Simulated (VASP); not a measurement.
```yaml
crystal:
  lattice:
    - [4.60972, 0.00000, 0.00000]
    - [0.00000, 4.60972, 0.00000]
    - [0.00000, 0.00000, 2.95874]
  atoms:
    - { symbol: Ti, position: [0.00000, 0.00000, 0.00000] }
    - { symbol: Ti, position: [0.50000, 0.50000, 0.50000] }
    - { symbol: O, position: [0.30431, 0.30431, 0.00000] }
    - { symbol: O, position: [0.19569, 0.80431, 0.50000] }
    - { symbol: O, position: [0.69569, 0.69569, 0.00000] }
    - { symbol: O, position: [0.80431, 0.19569, 0.50000] }
```

These are PBE GGA with D3 dispersion (Becke-Johnson damping) with spin-orbit coupling, VASP's PBE PAW potentials (set 64) (plane waves; VASP 6.6.1) values and carry that method's errors. Numerical set-up: 520 eV cut-off, 5×5×7 Γ-centred mesh, Gaussian smearing of 0.050 eV, potentials Ti_sv O.

Problem. Estimate the energy per atom (σ→0), band gap (over mesh and band path) with the smallest direct gap where there is one.

Solution. 
The band gap (over mesh and band path) is 1.83 eV, the smallest direct gap (over mesh and band path) comes out as 1.83 eV and the energy per atom (σ→0) is -9.192 eV/atom.

The structure comes from a measured TiO2 entry (P4_2/mnm) of the Crystallography Open Database, whose conditions weren't checked. It was relaxed first.
